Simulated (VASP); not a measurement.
Input:

```xyz
5
Lattice="4.1660 0.0000 0.0000 0.0000 4.1660 0.0000 0.0000 0.0000 4.1660" Properties=species:S:1:pos:R:3 pbc="T T T"
K      0.0000     0.0000     0.0000
Mg     2.0830     2.0830     2.0830
F      2.0830     0.0000     2.0830
F      0.0000     2.0830     2.0830
F      2.0830     2.0830     0.0000
```

Computed with RPBE GGA, VASP's PBE PAW potentials (set 64) (plane waves; VASP). Settings: 520 eV cut-off, 6×6×6 Γ-centred mesh, Gaussian smearing of 0.050 eV, potentials K_sv Mg F.

### Question
Predict the energy per atom (σ→0), pressure, band gap (on the k-mesh) with the smallest direct gap where there is one.

### Answer

| Item | Result |
|---|---|
| band gap (on the k-mesh) | 6.67 eV |
| smallest direct gap (on the k-mesh) | 6.98 eV |
| energy per atom (σ→0) | -4.646 eV/atom |
| pressure | -1.56 GPa |

Total energies compare only between runs with the same potentials, cut-off and functional.

The compound is KMgF3 in the cubic perovskite structure. This cell is one point of a volume scan, at 1.03 of the reference volume.
